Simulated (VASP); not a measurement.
A convergence study with VASP on Li2S (antifluorite): one setting is varied, all else stays as given below, so the limit is that of these other settings. Each run relaxes cell and ions from the cell shown. The basis is that of the starting cell, so low cut-offs carry a Pulay error.

```yaml
crystal:
  lattice:
    - [0.00000, 2.86000, 2.86000]
    - [2.86000, 0.00000, 2.86000]
    - [2.86000, 2.86000, 0.00000]
  atoms:
    - { symbol: Li, position: [0.25000, 0.25000, 0.25000] }
    - { symbol: Li, position: [0.75000, 0.75000, 0.75000] }
    - { symbol: S, position: [0.00000, 0.00000, 0.00000] }
```

The numbers are results of PBE GGA, VASP's PBE PAW potentials (set 64) (plane waves; VASP), not measurements. The tightest run used: 800 eV cut-off, 6×6×6 Γ-centred mesh, Gaussian smearing of 0.050 eV, potentials Li_sv S.

Gaps are read on the run's mesh, which can miss a band edge.

| setting | relaxed volume (Å³/atom) | E (eV/atom) | gap on the mesh (eV) | plane waves |
|---|---|---|---|---|
| ENCUT = 250 | 13.900 | -5.1118 | 3.163 | 444 |
| ENCUT = 300 | 13.790 | -4.3713 | 3.218 | 568 |
| ENCUT = 350 | 14.230 | -4.0985 | 3.291 | 725 |
| ENCUT = 400 | 14.849 | -4.0238 | 3.350 | 869 |
| ENCUT = 450 | 15.236 | -4.0025 | 3.377 | 1020 |

Q: These are the cheaper rows. Estimate the results at ENCUT = 800, and how far the last row shown lies from them.

A: 
```json
[
 {"quantity": "relaxed volume (Å³/atom)", "tightest run": "15.445", "last row shown is off by": "-0.209"},
 {"quantity": "E (eV/atom)", "tightest run": "-3.9983", "last row shown is off by": "-0.0041"},
 {"quantity": "gap on the mesh (eV)", "tightest run": "3.391", "last row shown is off by": "-0.014"}
]
```

Left out are rungs that failed or repeat a setting and relaxations that didn't move; long series are thinned to 24 rows.

The compound is Li2S in the antifluorite structure.
